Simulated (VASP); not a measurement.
The system is Cd2TeO.

```
O Cd Te
1.0
     3.57541    0.00000    0.00000
     0.00000    3.57541    0.00000
     0.00000    0.00000    5.05639
O Cd Te
1 2 1
Direct
  0.00000 0.00000 0.00000
  0.00000 0.00000 0.50000
  0.50000 0.50000 0.00000
  0.50000 0.50000 0.50000
```

The cell was built by a generator and needn't be a form met in nature.

```yaml
Program: VASP 6.6.1
Task: relaxation of cell and atoms
Functional: PBE
Potentials_or_basis: VASP PAW PBE potentials, release 64 (O, Cd, Te)
Cutoff: 600 eV
k_mesh: 6 × 6 × 4
Occupations: fermi-dirac, width 0.02 eV
Spin: no spin polarisation
```

At the start: pressure 42.6 GPa; volume 16.16 Å³/atom.

Task: Where does the relaxation end?

Result: Over 10 steps the energy falls by 585.7 meV/atom and the volume is 22.13 Å³/atom (+37.0 %); space group P4/mmm (No. 123, to 0.05 Å).

The path:
```csv
step,energy change (eV),largest force (eV/Å),pressure (GPa),volume (Å³)
1,0.0000,0.0000,42.56,64.64
2,-1.4693,0.0000,-8.95,113.64
3,-2.3415,0.0000,0.17,88.57
4,-2.3408,0.0000,-0.40,89.10
5,-2.3425,0.0000,0.07,88.46
6,-2.3425,0.0000,0.11,88.39
7,-2.3425,0.0000,0.12,88.37
8,-2.3427,0.0000,0.04,88.50
9,-2.3427,0.0000,-0.02,88.59
10,-2.3427,0.0000,0.01,88.54
```

Final structure:
```
O Cd Te
1.0
     4.00802    0.00000    0.00000
     0.00000    4.00802    0.00000
     0.00000    0.00000    5.51158
O Cd Te
1 2 1
Cartesian
  0.0000 0.0000 0.0000
  0.0000 0.0000 2.7558
  2.0040 2.0040 0.0000
  2.0040 2.0040 2.7558
```

Caveat: the volume moved by over 15 % at a fixed basis, so the end points are rough.
